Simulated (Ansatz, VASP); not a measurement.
# SnO2 (Cassiterite): VASP beside Ansatz, part 2 of 2

Wanted: the spread between two codes on one cell, functional and k mesh. The structure shown is the start of the Ansatz relaxation below; VASP solves that cell, so the two are compared at the walk's first step.

VASP 6.6.1 and Ansatz 0.2.0.

So far. Step 3 (VASP: single point, LDA, start cell, pair 1): The run ends at a pressure of 30.27 GPa, with forces up to 0.077 eV/Å.

## (6) Ansatz: relaxation, LDA

Level of this step: Ansatz beside VASP: Kohn-Sham DFT, plane waves, LDA (Ansatz).

The two programs are compared at the cell with which this relaxation starts, whose forces are those of its first step. The cell compared in this pair holds 65.36 Å³, against 63.94 Å³ for the pair before.

The structure compared here is the start of the Ansatz relaxation; VASP solves that cell, so the two are compared at the walk's first step.

input.yaml reads:

```yaml
crystal:
  lattice:
    - [4.5696665583, 0.0, 0.0]
    - [0.0, 4.5696665583, 0.0]
    - [0.0, 0.0, 3.1301130973]
  atoms:
    - { symbol: O, position: [0.3054167738, 0.3054167738, 0.0] }
    - { symbol: O, position: [0.1945832262, 0.8054167738, 0.5] }
    - { symbol: O, position: [0.6945832262, 0.6945832262, 0.0] }
    - { symbol: O, position: [0.8054167738, 0.1945832262, 0.5] }
    - { symbol: Sn, position: [0.0, 0.0, 0.0] }
    - { symbol: Sn, position: [0.5, 0.5, 0.5] }
kpoints:
  mp_grid: { grid: [12, 12, 12] }
hamiltonian:
  xc: lda
  pseudopotentials: { kind: paw, azcp: { folder: soft_1 }, xc_functional: pbe }
scf:
  occupations: { method: gaussian, width: 0.02 }
output:
  forces: true
  stress: true
  eigenvalues: true
relax:
  adjacent_minimum: "off"
  f_tol: 0.001
  max_steps: 60
  cell: { stress_tol: 0.01, fix: [volume] }
```

On the command line:

```
$ ansatz run input.yaml --threads 8 --pin off --max-ram 16384MiB --backend cpu --events-out ev --progress --plain --runs-dir out
```

Numbers of over 12 decimals in the logs are rounded to 6 here.

The log of the run:

```text
[...]
Crystal: 6 atoms, lattice volume = 65.363 Å³
Basis set: ecut = 420 eV, 1259 PW (Γ)
Bands: 32, of which v1, the nominal top of the filled ones, is band 26 counted from 1 (25 counted from 0)
Symmetry: 16 space group operations
[...]
k-points: 196 of 1728
[...]
cell:  # Å, volume = 65.3626 Å³
    - [4.562655, 0, 0.0]
    - [0, 4.562655, 0.0]
    - [0.0, 0.0, 3.139741]
  atoms:
    - { symbol: O, position: [0.305327, 0.305327, 0.0] }
    - { symbol: O, position: [0.194673, 0.805327, 0.5] }
    - { symbol: O, position: [0.694673, 0.694673, 0.0] }
    - { symbol: O, position: [0.805327, 0.194673, 0.5] }
    - { symbol: Sn, position: [0, 0, 0.0] }
    - { symbol: Sn, position: [0.5, 0.5, 0.5] }
[key lines of the parts left out:]
SCF converged after 5 iterations
Free energy (F): -13980.199719 eV
Fermi energy:    11.699258 eV
P = ⅓ Tr σ = 20.9364 GPa (209.364 kbar)
```

## (7) VASP: single point, LDA, start cell, pair 2

The same cell, functional (in two slightly different forms), mesh and smearing now go to VASP, with its own data sets.

INCAR reads:

```
SYSTEM = SnO2
PREC = Accurate
ENCUT = 520
EDIFF = 1E-06
NELM = 120
ISMEAR = 0
SIGMA = 0.02
LREAL = .FALSE.
ALGO = Normal
GGA = CA
NBANDS = 32
LORBIT = 11
LWAVE = .FALSE.
LCHARG = .FALSE.
ISIF = 2
LASPH = .TRUE.
GGA_COMPAT = .FALSE.
EFERMI = MIDGAP
KPAR = 2
```

POSCAR reads:

```
SnO2
1.0
    4.5696670000      0.0000000000      0.0000000000
    0.0000000000      4.5696670000      0.0000000000
    0.0000000000      0.0000000000      3.1301130000
O Sn
4 2
Direct
    0.3054167842      0.3054167842      0.0000000000
    0.1945831064      0.8054166748      0.5000001597
    0.6945832158      0.6945832158      0.0000000000
    0.8054166748      0.1945831064      0.5000001597
    0.0000000000      0.0000000000      0.0000000000
    0.4999998906      0.4999998906      0.5000001597
```

KPOINTS reads:

```
Automatic mesh
0
Gamma
12 12 12
0 0 0
```

Potentials, in the order of the species: O and Sn_d (LDA family, release 64).

On the command line:

```
$ mpirun -np 2 vasp_std
```

The log of the run:

```text
[... set-up lines as in an earlier step ...]
 entering main loop
       N       E                     dE             d eps       ncg     rms          rms(c)
DAV:   1     0.629009997580E+03    0.62901E+03   -0.26476E+04 14120   0.263E+03
DAV:   2     0.455565679065E+02   -0.58345E+03   -0.55786E+03 13984   0.681E+02
DAV:   3    -0.439201105007E+02   -0.89477E+02   -0.88465E+02 14144   0.221E+02
DAV:   4    -0.482477399748E+02   -0.43276E+01   -0.43107E+01 15352   0.533E+01
[...]
DAV:  12    -0.418706206806E+02   -0.67509E-06   -0.20728E-05 18608   0.718E-02    0.120E-02
DAV:  13    -0.418706176529E+02    0.30277E-05   -0.12277E-05 16440   0.552E-02    0.172E-03
DAV:  14    -0.418706177753E+02   -0.12235E-06   -0.14826E-06 10400   0.114E-02
   1 F= -.41870618E+02 E0= -.41870618E+02  d E =0.000000E+00
```

OUTCAR, selected parts (step 7):

```text
  Total        9.1602374      9.1602374      9.9760858      0.0000000      0.0000000      0.0000000
  in kB      224.5371399    224.5371399    244.5353417      0.0000000      0.0000000      0.0000000
  external PRESSURE =     231.2032072 kB  Pullay stress =       0.0000000 kB

 POSITION                                       TOTAL-FORCE (eV/Angst)
 -----------------------------------------------------------------------------------
      1.39565      1.39565      0.00000        -0.057862     -0.057862      0.000000
      0.88918      3.68049      1.56506         0.057862     -0.057862      0.000000
      3.17401      3.17401      0.00000         0.057862      0.057862      0.000000
      3.68049      0.88918      1.56506        -0.057862      0.057862      0.000000
      0.00000      0.00000      0.00000         0.000000      0.000000      0.000000
      2.28483      2.28483      1.56506         0.000000      0.000000      0.000000
 -----------------------------------------------------------------------------------
    total drift:                                0.001605      0.001605     -0.001157

  FREE ENERGIE OF THE ION-ELECTRON SYSTEM (eV)
  ---------------------------------------------------
  free  energy   TOTEN  =       -41.8706177753 eV

  energy  without entropy=      -41.8706177753  energy(sigma->0) =      -41.87061778

[... 1 part as in an earlier step ...]

[... 2 further parts left out ...]
[key lines of the parts left out:]
E-fermi :   8.0884
```

The run ends at a pressure of 23.12 GPa, with forces up to 0.082 eV/Å.

## (8) Side by side

Forces (eV/Å; atoms numbered as in POSCAR):

```csv
atom,"Ansatz x, y, z","VASP x, y, z"
O1,"-0.042, -0.042, 0.000","-0.058, -0.058, 0.000"
O2,"0.042, -0.042, 0.000","0.058, -0.058, 0.000"
O3,"0.042, 0.042, 0.000","0.058, 0.058, 0.000"
O4,"-0.042, 0.042, 0.000","-0.058, 0.058, 0.000"
Sn5,"0.000, 0.000, 0.000","0.000, 0.000, 0.000"
Sn6,"0.000, 0.000, 0.000","0.000, 0.000, 0.000"
```

The forces differ by 11 meV/Å r.m.s., which is 27.6 % of the r.m.s. force of 0.039 eV/Å (both taken over all components).

## (9) Further runs

Further runs change the set-up of one program: Ansatz's method, potentials or start, or VASP's data sets, cutoff or form of LDA. The table gives that difference for each run.

```csv
run,r.m.s. force difference (meV/Å)
as above,11
VASP with a cutoff of 600 eV (perhaps on Ansatz's relaxed cell),8.4
```

## (10) Ansatz: relaxation, LDA

The two programs are compared at the cell with which this relaxation starts, whose forces are those of its first step. The cell compared in this pair holds 66.78 Å³, against 65.36 Å³ for the pair before.

The structure compared here is the start of the Ansatz relaxation; VASP solves that cell, so the two are compared at the walk's first step.

input.yaml, the sections that differ from step 6:

```yaml
crystal:
  lattice:
    - [4.6095142384, 0.0, 0.0]
    - [0.0, 4.6095142384, 0.0]
    - [0.0, 0.0, 3.1431040427]
  atoms:
    - { symbol: O, position: [0.3055706863, 0.3055706863, 0.0] }
    - { symbol: O, position: [0.1944293137, 0.8055706863, 0.5] }
    - { symbol: O, position: [0.6944293137, 0.6944293137, 0.0] }
    - { symbol: O, position: [0.8055706863, 0.1944293137, 0.5] }
    - { symbol: Sn, position: [0.0, 0.0, 0.0] }
    - { symbol: Sn, position: [0.5, 0.5, 0.5] }
# kpoints, hamiltonian, scf, output, relax: as in step 6
```

On the command line:

```
$ ansatz run input.yaml --threads 8 --pin off --max-ram 16384MiB --backend cpu --events-out ev --progress --plain --runs-dir out
```

The log of the run:

```text
[...]
Crystal: 6 atoms, lattice volume = 66.783 Å³
Basis set: ecut = 420 eV, 1283 PW (Γ)
Bands: 32, of which v1, the nominal top of the filled ones, is band 26 counted from 1 (25 counted from 0)
Symmetry: 16 space group operations
[...]
k-points: 196 of 1728
[...]
cell:  # Å, volume = 66.7835 Å³
    - [4.602543, 0, 0]
    - [0, 4.602543, 0]
    - [0, 0, 3.152633]
  atoms:
    - { symbol: O, position: [0.305417, 0.305417, 0] }
    - { symbol: O, position: [0.194583, 0.805417, 0.5] }
    - { symbol: O, position: [0.694583, 0.694583, 0] }
    - { symbol: O, position: [0.805417, 0.194583, 0.5] }
    - { symbol: Sn, position: [0, 0, 0] }
    - { symbol: Sn, position: [0.5, 0.5, 0.5] }
[key lines of the parts left out:]
SCF converged after 5 iterations
Free energy (F): -13980.357418 eV
Fermi energy:    11.219220 eV
P = ⅓ Tr σ = 14.7387 GPa (147.387 kbar)
```

## (11) VASP: single point, LDA, start cell, pair 3

The same cell, functional (in two slightly different forms), mesh and smearing now go to VASP, with its own data sets.

INCAR is that of step 7.

POSCAR reads:

```
SnO2
1.0
    4.6095140000      0.0000000000      0.0000000000
    0.0000000000      4.6095140000      0.0000000000
    0.0000000000      0.0000000000      3.1431040000
O Sn
4 2
Direct
    0.3055706090      0.3055706090      0.0000000000
    0.1944293910      0.8055708259      0.5000000000
    0.6944293910      0.6944293910      0.0000000000
    0.8055708259      0.1944293910      0.5000000000
    0.0000000000      0.0000000000      0.0000000000
    0.5000000000      0.5000000000      0.5000000000
```

KPOINTS is that of step 7.

On the command line:

```
$ mpirun -np 2 vasp_std
```

The log of the run:

```text
[... set-up lines as in an earlier step ...]
 entering main loop
       N       E                     dE             d eps       ncg     rms          rms(c)
DAV:   1     0.633600601247E+03    0.63360E+03   -0.26340E+04 13896   0.260E+03
DAV:   2     0.453905372157E+02   -0.58821E+03   -0.56351E+03 13976   0.674E+02
DAV:   3    -0.440606906823E+02   -0.89451E+02   -0.88387E+02 14296   0.220E+02
DAV:   4    -0.483281310390E+02   -0.42674E+01   -0.42507E+01 15280   0.528E+01
[...]
DAV:  12    -0.420465002754E+02   -0.21029E-05   -0.22688E-05 18920   0.607E-02    0.130E-02
DAV:  13    -0.420464967231E+02    0.35522E-05   -0.14645E-05 16504   0.574E-02    0.157E-03
DAV:  14    -0.420464968441E+02   -0.12101E-06   -0.15095E-06 10576   0.120E-02
   1 F= -.42046497E+02 E0= -.42046497E+02  d E =0.000000E+00
```

OUTCAR, selected parts (step 11):

```text
  Total        6.7194383      6.7194383      7.5272071      0.0000000      0.0000000      0.0000000
  in kB      161.2035220    161.2035220    180.5824006      0.0000000      0.0000000      0.0000000
  external PRESSURE =     167.6631482 kB  Pullay stress =       0.0000000 kB

 POSITION                                       TOTAL-FORCE (eV/Angst)
 -----------------------------------------------------------------------------------
      1.40853      1.40853      0.00000        -0.061720     -0.061720      0.000000
      0.89622      3.71329      1.57155         0.061720     -0.061720      0.000000
      3.20098      3.20098      0.00000         0.061720      0.061720      0.000000
      3.71329      0.89622      1.57155        -0.061720      0.061720      0.000000
      0.00000      0.00000      0.00000        -0.000000      0.000000      0.000000
      2.30476      2.30476      1.57155        -0.000000      0.000000      0.000000
 -----------------------------------------------------------------------------------
    total drift:                               -0.001410     -0.001410      0.000000

  FREE ENERGIE OF THE ION-ELECTRON SYSTEM (eV)
  ---------------------------------------------------
  free  energy   TOTEN  =       -42.0464968441 eV

  energy  without entropy=      -42.0464968441  energy(sigma->0) =      -42.04649684

[... 1 part as in an earlier step ...]

[... 2 further parts left out ...]
[key lines of the parts left out:]
E-fermi :   7.6829
```

The run ends at a pressure of 16.77 GPa, with forces up to 0.087 eV/Å.

## (12) Side by side

Forces (eV/Å; atoms numbered as in POSCAR):

```csv
atom,"Ansatz x, y, z","VASP x, y, z"
O1,"-0.044, -0.044, 0.000","-0.062, -0.062, 0.000"
O2,"0.044, -0.044, 0.000","0.062, -0.062, 0.000"
O3,"0.044, 0.044, 0.000","0.062, 0.062, 0.000"
O4,"-0.044, 0.044, 0.000","-0.062, 0.062, 0.000"
Sn5,"0.000, 0.000, 0.000","0.000, 0.000, 0.000"
Sn6,"0.000, 0.000, 0.000","0.000, 0.000, 0.000"
```

The forces differ by 12 meV/Å r.m.s., which is 28.1 % of the r.m.s. force of 0.041 eV/Å (both taken over all components).

## (13) Further runs

Further runs change the set-up of one program: Ansatz's method, potentials or start, or VASP's data sets, cutoff or form of LDA. The table gives that difference for each run.

```csv
run,r.m.s. force difference (meV/Å)
as above,12
VASP with a cutoff of 600 eV (perhaps on Ansatz's relaxed cell),9.2
```

## (14) Results

| Item | Value |
| --- | --- |
| r.m.s. force difference (single point, LDA, start cell, pair 1) | 9.9 meV/Å |
| r.m.s. force difference (single point, LDA, start cell, pair 2) | 11 meV/Å |
| r.m.s. force difference (single point, LDA, start cell, pair 3) | 12 meV/Å |

**Reading.** The r.m.s. force difference is 12 meV/Å (single point, LDA, start cell, pair 3), at about the 12 meV/Å picked in this series as the mark of a large difference. 4 further runs of this series are not shown here. How closely two codes agree says nothing of how well the functional describes the real material.

[Lines on the potential files, build, host, timing and source positions are cut from VASP's logs without a mark.]

[Logs are printed without paths, hosts, clocks, repeated set-up lines and the standing remarks that a program may print on its own settings, such as how far it seeks lower states.]

[Hosts, paths, dates, database ids (printed as entryN), source tags and the programs' standing remarks are cut or masked in the printed files.]

[Rows of further runs with another cutoff or data set may stand on the cell that Ansatz relaxed, not on the start cell of the pair above them.]
